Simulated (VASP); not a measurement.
A run of VASP 6.6.1:

The input INCAR:

```
ALGO = Normal
EDIFF = 1E-7
ENCUT = 520
GGA = PE
ISIF = 2
ISMEAR = -1
ISPIN = 2
LASPH = True
LCHARG = False
LMAXMIX = 4
LORBIT = 11
LREAL = False
LWAVE = False
MAGMOM = 0.6 3 3 0 0
NBANDS = 30
NELM = 120
PREC = Accurate
SIGMA = 0.05
```

File KPOINTS:

```
k-points
0
Gamma
  11 11 11
```

POSCAR

```
Fe2CuN2
1.0
   -1.7207843061      1.7207843061      5.2659395480
    1.7207843061     -1.7207843061      5.2659395480
    1.7207843061      1.7207843061     -5.2659395480
Cu Fe N
1 2 2
Direct
    0.0000000000      0.0000000000      0.0000000000
    0.2500000000      0.7500000000      0.5000000000
    0.7500000000      0.2500000000      0.5000000000
    0.1743420000      0.1743420000      0.0000000000
    0.8256580000      0.8256580000      0.0000000000
```

Potentials or basis: VASP PAW PBE potentials, release 64 (Cu, Fe, N).

Command:

```sh
$ cat potpaw_PBE.64/Cu/POTCAR potpaw_PBE.64/Fe/POTCAR potpaw_PBE.64/N/POTCAR > POTCAR
$ mpirun -np 1 vasp_std > vasp.out
```

Hardware: 1 thread of Intel(R) Xeon(R) 6975P-C (Granite Rapids), on a shared host.

Problem. How long does it take, and how much memory?

Solution. Run time: 11 min on 1 thread of Intel(R) Xeon(R) 6975P-C (Granite Rapids), with other jobs on the host, peak memory 0.67 GiB. Counts: scf iterations 21, k points 126.
